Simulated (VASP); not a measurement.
Level of theory: PBEsol GGA, VASP's PBE PAW potentials (set 64) (plane waves; VASP).

The input files of a VASP run:

INCAR:
```
ALGO=Normal
EDIFF=1E-7
EDIFFG=-0.01
ENCUT=520
GGA=PS
IBRION=2
ISIF=4
ISMEAR=0
LASPH=.True.
LCHARG=.False.
LMAXMIX=4
LREAL=.False.
LWAVE=.False.
NELM=100
NSW=30
PREC=Accurate
SIGMA=0.05
SYSTEM=ZnO
```

**POSCAR**
```
ZnO
1.0
  1.6188449737  -2.8039221768   0.0000000000
  1.6188449737   2.8039221768   0.0000000000
  0.0000000000   0.0000000000   5.2249307679
Zn O
2 2
Cartesian
  1.6188449737  -0.9346425949   2.6199430541
  1.6188449737   0.9346425949   0.0074776701
  1.6188449737  -0.9346425949   4.6009112672
  1.6188449737   0.9346425949   1.9884458832
```

### KPOINTS
```
Regular mesh
0
gamma
9 9 5
```

POTCAR, in this order: Zn O (PBE.64 set). Program: vasp_std.

The run wrote:

OSZICAR:
```
       N       E                     dE             d eps       ncg     rms          rms(c)
DAV:   1     0.285725197964E+03    0.28573E+03   -0.19005E+04  1592   0.240E+03
DAV:   2     0.808608541685E+01   -0.27764E+03   -0.26671E+03  1694   0.441E+02
DAV:   3    -0.216483108558E+02   -0.29734E+02   -0.29525E+02  1872   0.154E+02
DAV:   4    -0.222072784327E+02   -0.55897E+00   -0.55841E+00  1734   0.226E+01
DAV:   5    -0.222116520638E+02   -0.43736E-02   -0.43734E-02  1824   0.192E+00    0.145E+01
DAV:   6    -0.193234753289E+02    0.28882E+01   -0.10269E+01  2844   0.713E+01    0.940E+00
DAV:   7    -0.194548618504E+02   -0.13139E+00   -0.22899E+00  1672   0.182E+01    0.554E+00
DAV:   8    -0.194670872233E+02   -0.12225E-01   -0.75880E-01  2386   0.859E+00    0.174E+00
DAV:   9    -0.194091098201E+02    0.57977E-01   -0.15820E-01  2516   0.727E+00    0.374E-01
DAV:  10    -0.194117195290E+02   -0.26097E-02   -0.52727E-02  1632   0.175E+00    0.131E-01
DAV:  11    -0.194116695464E+02    0.49983E-04   -0.19103E-03  2250   0.757E-01    0.400E-02
DAV:  12    -0.194116910818E+02   -0.21535E-04   -0.22237E-04  2212   0.366E-01    0.138E-02
DAV:  13    -0.194116943948E+02   -0.33130E-05   -0.21737E-05  1738   0.948E-02    0.861E-03
DAV:  14    -0.194116953876E+02   -0.99279E-06   -0.36486E-06  1792   0.287E-02    0.707E-03
DAV:  15    -0.194116945336E+02    0.85406E-06   -0.17395E-06  1890   0.123E-02    0.169E-03
DAV:  16    -0.194116944432E+02    0.90395E-07   -0.22392E-07  1140   0.414E-03
   1 F= -.19411694E+02 E0= -.19411694E+02  d E =-.194117E+02
```

File OUTCAR:
```
------------------------ aborting loop because EDIFF is reached ----------------------------------------
  FORCE on cell =-STRESS in cart. coord.  units (eV):
  Direction    XX          YY          ZZ          XY          YZ          ZX
  --------------------------------------------------------------------------------------
  Total        0.0092696      0.0092696      0.0069642     -0.0000000      0.0000000      0.0000000
  in kB        0.3131045      0.3131045      0.2352335     -0.0000000      0.0000000      0.0000000
  external PRESSURE =       0.2871475 kB  Pullay stress =       0.0000000 kB
  volume of cell :       47.43
      direct lattice vectors                 reciprocal lattice vectors
     1.618844974 -2.803922177  0.000000000     0.308862188 -0.178321640  0.000000000
     1.618844974  2.803922177  0.000000000     0.308862188  0.178321640  0.000000000
     0.000000000  0.000000000  5.224930768     0.000000000  0.000000000  0.191390096
  FREE ENERGIE OF THE ION-ELECTRON SYSTEM (eV)
  ---------------------------------------------------
  free  energy   TOTEN  =       -19.4116944432 eV

  energy  without entropy=      -19.4116944432  energy(sigma->0) =      -19.41169444

 reached required accuracy - stopping structural energy minimisation
```
(Selected blocks of OUTCAR.)

The compound is ZnO in the wurtzite structure. It was relaxed first.
